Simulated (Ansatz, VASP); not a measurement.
# Cross-check of Ge (Germanium) between VASP and Ansatz, part 2 of 2

Wanted: the spread between two codes on one cell, functional and k mesh. The cell is taken from a series of runs on this material, whose earlier steps may have relaxed, scaled, displaced or heated it; both programs get it as it stands.

VASP 6.6.1 and Ansatz 0.2.0.

So far: Starting point; VASP: zone-centre phonons, LDA.

### Step 2. VASP: zone-centre phonons, LDA (continued)

Level of this step: LDA; plane waves and PAW (Ge_d) (VASP).

Numbers of over 12 decimals in the logs are rounded to 6 here.

Parts of OUTCAR (step 2):

```text
ion  position               nearest neighbor table
   1  0.500  0.500  0.500-   2 2.44   2 2.44   2 2.44   2 2.44
   2  0.750  0.750  0.750-   1 2.44   1 2.44   1 2.44   1 2.44

  LATTYP: Found a body centered tetragonal cell.
 ALAT       =     3.9540872831
 C/A-ratio  =     1.4501235407

 Subroutine GETGRP returns: Found  4 space group operations
 (whereof  2 operations were pure point group operations)

The static configuration has the point symmetry C_1h.
 The point group associated with its full space group is C_2h.

   k-points           NKPTS =   1728   k-points in BZ     NKDIM =   1728   number of bands    NBANDS=     20

   dimension x,y,z NGX =    30 NGY =   30 NGZ =   30
   dimension x,y,z NGXF=    60 NGYF=   60 NGZF=   60

   ENCUT  =  500.0 eV  36.75 Ry    6.06 a.u.   7.30  7.30  7.21*2*pi/ulx,y,z

   NELECT =      28.0000    total number of electrons

 k-points in reciprocal lattice and weights: Points of the shifted mesh
   0.04166667  0.04166667  0.04166667       0.001
   0.04166667  0.04166667  0.12500000       0.001
   0.04166667  0.04166667  0.20833333       0.001
   0.04166667  0.04166667  0.29166667       0.001
   0.04166667  0.04166667  0.37500000       0.001
   0.04166667  0.04166667  0.45833333       0.001
   0.04166667  0.04166667  0.54166667       0.001
   0.04166667  0.04166667  0.62500000       0.001
   0.04166667  0.04166667  0.70833333       0.001
[...]
0.95833333  0.95833333  0.87500000       0.001
   0.95833333  0.95833333  0.95833333       0.001

 average (electrostatic) potential at core
       1 -75.3207       2 -75.3207

  Total        0.0192997      0.0192997     -0.5295631     -0.0030828     -0.0020040     -0.0020041
  in kB        0.6898384      0.6898384    -18.9284278     -0.1101896     -0.0716311     -0.0716332
  external PRESSURE =      -5.8495837 kB  Pullay stress =       0.0000000 kB

  energy-cutoff  :      500.00
  volume of cell :       44.82
      direct lattice vectors                 reciprocal lattice vectors
     0.000000000  2.795961931  2.866957526    -0.178829330  0.178829330  0.174400910
     2.795961931  0.000000000  2.866957526     0.178829330 -0.178829330  0.174400910
     2.795961931  2.795961931  0.000000000     0.178829330  0.178829330 -0.174400910

 POSITION                                       TOTAL-FORCE (eV/Angst)
 -----------------------------------------------------------------------------------
      2.79582      2.79582      2.86675         0.000162      0.000162      0.000245
      4.19408      4.19408      4.30064        -0.000162     -0.000162     -0.000245
 -----------------------------------------------------------------------------------
    total drift:                               -0.000000     -0.000000      0.000000

 Eigenvectors and eigenvalues of the dynamical matrix
 ----------------------------------------------------

   1 f  =    8.774743 THz    55.133338 2PiTHz  292.693931 cm-1    36.289406 meV
             X         Y         Z           dx          dy          dz
      2.795825  2.795825  2.866751    -0.148489   -0.148489   -0.675205
      4.194080  4.194080  4.300643     0.148489    0.148489    0.675205

   2 f  =    8.772102 THz    55.116743 2PiTHz  292.605829 cm-1    36.278483 meV
             X         Y         Z           dx          dy          dz
      2.795825  2.795825  2.866751     0.500000   -0.500000   -0.000000
      4.194080  4.194080  4.300643    -0.500000    0.500000    0.000000

   3 f  =    8.767447 THz    55.087493 2PiTHz  292.450548 cm-1    36.259230 meV
             X         Y         Z           dx          dy          dz
      2.795825  2.795825  2.866751    -0.477442   -0.477442    0.209995
      4.194080  4.194080  4.300643     0.477442    0.477442   -0.209995

   4 f  =    0.000000 THz     0.000000 2PiTHz    0.000002 cm-1     0.000000 meV
             X         Y         Z           dx          dy          dz
      2.795825  2.795825  2.866751     0.694390    0.109247    0.076735
      4.194080  4.194080  4.300643     0.694390    0.109247    0.076735

   5 f  =    0.000000 THz     0.000000 2PiTHz    0.000002 cm-1     0.000000 meV
             X         Y         Z           dx          dy          dz
      2.795825  2.795825  2.866751     0.133291   -0.544428   -0.431082
      4.194080  4.194080  4.300643     0.133291   -0.544428   -0.431082

   6 f/i=    0.000000 THz     0.000001 2PiTHz    0.000006 cm-1     0.000001 meV
             X         Y         Z           dx          dy          dz
      2.795825  2.795825  2.866751     0.007521   -0.437794    0.555230
      4.194080  4.194080  4.300643     0.007521   -0.437794    0.555230

 ELASTIC MODULI CONTR FROM IONIC RELAXATION (kBar)
 Direction    XX          YY          ZZ          XY          YZ          ZX
 --------------------------------------------------------------------------------
 XX          -0.0140     -0.0057     -0.0089      0.7823      1.6215      0.1767
 YY          -0.0057     -0.0140     -0.0089      0.5401      0.3498      1.6896
 ZZ          -0.0089     -0.0089     -0.0253      2.3445      0.0484      0.4164
 XY           0.7823      0.5401      2.3445   -225.3020      1.0165      2.9631
 YZ           1.6215      0.3498      0.0484      1.0165   -238.0365      1.0991
 ZX           0.1767      1.6896      0.4164      2.9631      1.0991   -237.3670
 --------------------------------------------------------------------------------
```

### Step 3. Ansatz: zone-centre phonons, LDA

Ansatz runs on its PAW soft_1 files.

The same cell, functional (in two slightly different forms), mesh and smearing now go to Ansatz, which takes its cutoff from its data sets.

input.yaml reads:

```yaml
crystal:
  lattice:
    - [0.0, 2.7959619313, 2.8669575257]
    - [2.7959619313, 0.0, 2.8669575257]
    - [2.7959619313, 2.7959619313, 0.0]
  atoms:
    - { symbol: Ge, position: [0.4999638963, 0.4999638963, 0.4999870698] }
    - { symbol: Ge, position: [0.7500361037, 0.7500361037, 0.7500129302] }
kpoints:
  mp_grid: { grid: [12, 12, 12], shift: [0.5, 0.5, 0.5] }
hamiltonian:
  xc: lda
  pseudopotentials: { kind: paw, azcp: { folder: soft_1 }, xc_functional: pbe }
scf:
  occupations: { method: gaussian, width: 0.015 }
output:
  eigenvalues: true
phonons:
  method: dfpt
```

Run with:

```console
ansatz run input.yaml --threads 4 --pin off --max-ram 10240MiB --backend cpu --events-out ev --progress --plain --runs-dir out
```

Output:

```text
Engine: ansatz 0.2.0, x86_64-unknown-linux-gnu
Pseudopotentials: kind: paw
Pseudopotential: Ge, paw, valence charge 14, recommended cutoff 420 eV (normal), soft_1/Ge.paw.azcp
Functional definition: SPW92
  exchange = slater_x
  correlation = pw_c
Crystal: 2 atoms, lattice volume = 44.824 Å³
Basis set: ecut = 420 eV, 909 PW (Γ), exchange–correlation on 64×64×64 points (8 copies of the dense FFT grid, shifted against one another)
Bands: 18, of which v1, the nominal top of the filled ones, is band 14 counted from 1 (13 counted from 0)
Symmetry: 4 space group operations
k-points: 864 of 1728 (irreducible under 1 space group operation, time reversal used)
Non-local potential: Ge, projectors of the file, l = 0: 2, l = 1: 2, l = 2: 3, l = 3: 1
PAW form: soft (Blöchl's): semilocal exchange-correlation on the pseudo side does not see the compensation charge
PAW frozen core: Ge, regenerated for the run's functional, and the local potential with it (the file was generated under x = pbe(κ = 0.804, μ = 0.219515), c = pbe(β = 0.066725))
PAW one-centre angular grid: Ge, 590 points (default); XC on 64 Gauss nodes
Initial density: superposition of atomic densities (chi_scale 0.1, normalization cell)
Initial wavefunctions: pseudopotential atomic-orbital guess
Functional: x = slater, c = lda
SCF iter   1: F=—  HF=-8431.584132 eV  |F-HF|=—  |Δ(HF+E_count)|=         —  Δρ=3.49e-2  dr2=5.01e-1  ethr=3.10e-3  ⟨swp⟩=6.0  Hψ=72496  notcnv=0
preconditioner: auto → none  [insulator: Δε(μ)=0.195 eV  Ē_g=23.444 eV  σ=0.015 eV  W_gap=1.00  n_scr=14 (ndim 8)  ℏωp=29.3 eV  f_vac=0.000  D(μ)=0.00/eV (n_scr^D=0)  ε∞_Penn≈2.6]
SCF iter   2: F=—  HF=-8431.464656 eV  |F-HF|=—  |Δ(HF+E_count)|=   1.19e-1  Δρ=1.60e-2  dr2=8.26e-2  ethr=1.79e-3  ⟨swp⟩=2.0  Hψ=25916  notcnv=0
SCF iter   3: F=—  HF=-8431.449773 eV  |F-HF|=—  |Δ(HF+E_count)|=   1.49e-2  Δρ=2.25e-3  dr2=5.81e-4  ethr=2.95e-4  ⟨swp⟩=2.0  Hψ=22508  notcnv=0
SCF iter   4: F=—  HF=-8431.449946 eV  |F-HF|=—  |Δ(HF+E_count)|=   1.73e-4  Δρ=4.87e-4  dr2=8.59e-5  ethr=2.07e-6  ⟨swp⟩=2.0  Hψ=31083  notcnv=0
SCF iter   5: F=—  HF=-8431.449721 eV  |F-HF|=—  |Δ(HF+E_count)|=   2.25e-4  Δρ=5.35e-5  dr2=8.54e-7  ethr=3.07e-7  ⟨swp⟩=2.0  Hψ=30414  notcnv=0
SCF iter   6: F=—  HF=-8431.449718 eV  |F-HF|=—  |Δ(HF+E_count)|=   2.82e-6  Δρ=3.82e-5  dr2=3.27e-7  ethr=3.05e-9  ⟨swp⟩=2.0  Hψ=27648  notcnv=0
SCF iter   7: F=—  HF=-8431.449718 eV  |F-HF|=—  |Δ(HF+E_count)|=   3.03e-7  Δρ=4.61e-6  dr2=4.29e-9  ethr=1.17e-9  ⟨swp⟩=2.0  Hψ=25920  notcnv=0
SCF iter   8: F=-8431.449718 eV  HF=-8431.449718 eV  |F-HF|=3.64e-12  |Δ(HF+E_count)|=   4.25e-9  Δρ=1.19e-7  dr2=4.02e-12  ethr=1.00e-12  ⟨swp⟩=4.3  Hψ=83229  notcnv=0
SCF 1 converged in 8 iterations: F = -8431.449718 eV  dr2 = 4.02e-12
  greatest PAW one-centre occupation: 0.998 electrons in one spin orbital (limit 2), on the Ge atom at site 1 (counted from 0), in its partial waves of l = 2
DFPT response loops at Γ: preconditioner auto → Kerker (q_TF=auto, 2.523 Å⁻¹) (partly filled bands, converged f_vac=0.057); β = 1.00, the filter's whole step (`scf.mixing.beta` (0.50) is not read by the response loops under this deck's `scf.mixing.preconditioner`; to damp them name `kerker` or `kerker_dos`, under which they read `scf.mixing.beta`, and type it under 1.00, their step now; both keys bind the ground state too); Broyden in place of MSR1
SCF converged after 8 iterations
Free energy (F): -8431.449718 eV
Harris-Foulkes:  -8431.449718 eV  (|F-HF|=3.64e-12)
Internal energy: -8431.449717 eV  (E = F + TS)
E sigma→0 (E₀):  -8431.449718 eV
Entropy (-TS):   -0.000000 eV (-0.000 meV/atom)
Fermi energy:    8.411625 eV
--- Per-component energies (eV) ---
  E_band       = -308.035591
  E_kinetic    = 186.883898
  E_local      = -4496.467228  (includes V_loc(G=0)·N_el)
  E_nonlocal   = 441.963472
  E_hartree    = 2140.866518
  E_xc         = -143.061164
  E_vxc        = -131.554271  (∫ρ·V_xc dr)
  E_paw        = -3869.022798  (= ΣΔE_a)
  E_vpaw       = -590.594602  (= ΣTr[D̂ρ^β])
  E_aug_tail   = 0.000024  (compensation charges beyond the density's cutoff)
  E_ewald      = -2696.429092
  E_core_change = 3.816653  (= ΣΔE_core)
  E_smearing   = -0.000000  (= −TS)
  E_closure    = 0.000000  (closes the sum)
  Σ components = -8431.449718   (vs F -8431.449718, Δ=0.00e0)
--- Band table (eV; the first three rows and the last of 864) ---
  k-point 0: bands = [... 10 lower, -4.5056, 7.5625, 8.2486, 8.3818, 8.9195, 10.9204, 10.9222, 11.0526]
  k-point 1: bands = [... 10 lower, -4.3902, 6.4129, 7.7314, 8.3136, 9.4930, 11.0427, 11.0709, 11.7958]
  k-point 2: bands = [... 10 lower, -4.1083, 4.8350, 7.2971, 8.0012, 9.4098, 11.4795, 11.6860, 12.8739]
  k-point 863: bands = [... 10 lower, -2.4067, 0.6896, 6.6858, 6.8965, 8.6965, 12.0412, 12.1692, 15.4566]
--- Phonons (Γ-DFPT): 2 representative perturbations + reference, on 864 of 1728 k-points (Σ response iterations 6) ---
  k mesh reduced under 1 symmetry operation, with k and −k counted as one. Each operation leaves every solved perturbation unchanged. A smaller set is not used because it would not reduce the number of displacements times k-points to solve
  ASR residual: 7.663e-5 → 0.000e0 eV/Å²; symmetrization residual: 1.185e-6 eV/Å²
  ASR residual per site (eV/Å²): 7.66e-5 7.66e-5
  Γ frequencies (cm⁻¹): 0.00 0.00 0.00 290.11 290.29 291.42
  non-analytic LO–TO correction: not included (Born effective charges unavailable; polar crystals: no LO–TO splitting at Γ)
```

The column dr2 measures how far the density is from self-consistency, as an energy; F and HF (Harris–Foulkes) agree once it is small.

### Step 4. Comparison

Known differences besides the potentials themselves: the two LDA forms differ slightly; the cutoff is 420 eV in Ansatz and 500 eV in VASP; VASP's log shows a relativistic correction to its local exchange, Ansatz's none. Total energies have different zeros and are not compared.

Both answers:

```csv
quantity,Ansatz,VASP,difference
optical mode 1 (cm⁻¹),290.1,292.5,-0.80 %
optical mode 2 (cm⁻¹),290.3,292.6,-0.79 %
optical mode 3 (cm⁻¹),291.4,292.7,-0.44 %
```

Modes are paired by rising frequency, not by their patterns, so a pair may set unlike modes beside each other; they are those without the splitting of longitudinal modes.

### Step 5. Outcome

```yaml
r_m_s_difference_of_the_optical_zone_centre_modes_each_program_s_sorted_by_frequency_zone_centre_phonons_lda: 2.0 cm⁻¹
difference_in_optical_mode_1_zone_centre_phonons_lda: -0.8 %
```

What this shows: The r.m.s. difference of the optical zone-centre modes, each program's sorted by frequency is 2.0 cm⁻¹ (zone-centre phonons, LDA). Among the rows given in per cent, the largest difference of the zone-centre phonons, LDA pair is in optical mode 1, -0.8 %. Such differences can come from data sets, numerical settings and the points named under the comparisons, not from the functional's error against experiment.

[Lines on the potential files, build, host, timing and source positions are cut from VASP's logs without a mark.]

[Logs are printed without paths, hosts, clocks, repeated set-up lines and the standing remarks that a program may print on its own settings, such as how far it seeks lower states.]

[Hosts, paths, dates, database ids (printed as entryN), source tags and the programs' standing remarks are cut or masked in the printed files.]
